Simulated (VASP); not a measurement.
```xyz
2
Lattice="1.2739 -2.2065 0.0000 1.2739 2.2065 0.0000 0.0000 0.0000 4.1122" Properties=species:S:1:pos:R:3 pbc="T T T"
Co     1.2739     0.7355     1.0280
Co     1.2739    -0.7355     3.0841
```
Starting moments (μB, in the order of the record's atoms Co Co): 1.6 1.6.

Method: vdW-DF2, VASP's PBE PAW potentials (set 64) (plane waves; VASP). Settings: 520 eV cut-off, 18×18×10 Γ-centred mesh, tetrahedra with Blöchl corrections, potentials Co.

**Question.** Estimate the cell moment, energy per atom (σ→0), band gap (on the k-mesh) with the smallest direct gap where there is one.

**Answer.** 
* **band gap (on the k-mesh)**: none (metal, semimetal or under 0.01 eV)
* **cell moment**: 3.14 μB
* **energy per atom (σ→0)**: -3.705 eV/atom

**Question.** Give the moment on each site (PAW-sphere projection).

**Answer.** 
| site | moment (μB) |
|---|---|
| Co1 | 1.61 |
| Co2 | 1.61 |

The compound is Co in the hcp structure. It was relaxed first.
